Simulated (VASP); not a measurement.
An input for Quantum ESPRESSO's pw.x (written as the equivalent of a VASP run, and not itself run):

```
&CONTROL
  calculation = 'scf'
  pseudo_dir = './pseudo'
  outdir = './out'
  tprnfor = .true.
  tstress = .true.
/
&SYSTEM
  ibrav = 0
  nat = 4
  ntyp = 2
  ecutwfc = 84
  occupations = 'tetrahedra'
  input_dft = 'pbesol'
/
&ELECTRONS
  conv_thr = 7.3e-09
  electron_maxstep = 100
/
ATOMIC_SPECIES
  Ru 101.070 Ru.upf
  Ir 192.217 Ir.upf
CELL_PARAMETERS angstrom
    -1.9066975    1.9066975    3.8155910
     1.9066975   -1.9066975    3.8155910
     1.9066975    1.9066975   -3.8155910
ATOMIC_POSITIONS crystal
  Ru   0.0000000  0.0000000  0.0000000
  Ir   0.7500000  0.2500000  0.5000000
  Ir   0.2500000  0.7500000  0.5000000
  Ir   0.5000000  0.5000000  0.0000000
K_POINTS automatic
  13 13 13 0 0 0
```

**Question.** Write the VASP files for the same calculation (PBEsol).

**Answer.** Several could match; the one computed here: 
INCAR:
```
ALGO = Normal
EDIFF = 1E-7
ENCUT = 400
GGA = PS
ISIF = 2
ISMEAR = -5
LASPH = .TRUE.
LCHARG = .TRUE.
LEFG = .TRUE.
LMAXMIX = 6
LORBIT = 11
LREAL = .FALSE.
LWAVE = .FALSE.
NEDOS = 601
NELM = 100
PREC = Accurate
SYSTEM = Ir3Ru
```

**POSCAR**
```
Ir3Ru
1
   -1.9066974724     1.9066974724     3.8155910021
    1.9066974724    -1.9066974724     3.8155910021
    1.9066974724     1.9066974724    -3.8155910021
Ru Ir
1 3
Direct
  0.0000000000   0.0000000000   0.0000000000
  0.7500000000   0.2500000000   0.5000000000
  0.2500000000   0.7500000000   0.5000000000
  0.5000000000   0.5000000000   0.0000000000
```

**KPOINTS**
```
Automatic mesh
0
Gamma
13 13 13
0 0 0
```

POTCAR, in this order: Ru_pv Ir (PBE.64 set). Program: vasp_std.

What does not carry over: the potentials are each code's own (VASP's PAW set, PseudoDojo norm-conserving files in pw.x), so ENCUT and ecutwfc are chosen apart and not converted; conv_thr bounds pw.x's estimated SCF error, while EDIFF bounds the energy change between steps; the field gradients of LEFG aren't asked of the other code.

The structure comes from a computed database's Ir3Ru entry (I4/mmm); how it stands against other phases isn't given here. It was relaxed first.
